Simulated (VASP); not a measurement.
Calculation: PBE GGA, VASP's PBE PAW potentials (set 64) (plane waves; VASP 6.6.1).

Input for VASP

**KPOINTS**
```
Automatic
0
G
9 9 9
```

INCAR:
```
LWAVE=.FALSE.
EDIFF=1E-2   # SCF stop (eV)
NELM=100
LCHARG=.FALSE.
ALGO=Normal   # blocked Davidson
SIGMA=0.05
LREAL=.FALSE.   # projection in real space or not
GGA=PE
LMAXMIX=4   # l cut-off of mixed one-centre charges
ISIF=2   # forces and stress, cell fixed
SYSTEM=RuS
ENCUT=400
PREC=Accurate
ISMEAR=0
LASPH=.TRUE.   # aspherical one-centre terms
```

POSCAR:
```
RuS
2.7970250
  1.0000000000   0.0000000000   0.0000000000
  0.0000000000   1.0000000000   0.0000000000
  0.0000000000   0.0000000000   1.0000000000
Ru S
1 1
Direct
  0.0000000000   0.0000000000   0.0000000000
  0.5000000000   0.5000000000   0.5000000000
```

POTCAR, in this order: Ru_pv S (PBE.64 set). Program: vasp_std.

Problem. What will the output report for the number of irreducible k-points (NKPTS), number of bands (NBANDS), largest plane-wave count, number of space-group operations, FFT grid (NGX, NGY, NGZ)?

Solution. 
```
Property                                      Result
--------------------------------------  ------------
number of irreducible k-points (NKPTS)            35
number of bands (NBANDS)                          14
largest plane-wave count                         413
number of space-group operations                  48
FFT grid (NGX, NGY, NGZ)                18 × 18 × 18
```

The structure was generated: RuS was put into the CsCl type (Pm-3m), which need not be its known phase. The cell was not relaxed at this level. The run is one of a series of settings (EDIFF = 1E-2 against the base run), some of them coarse on purpose.
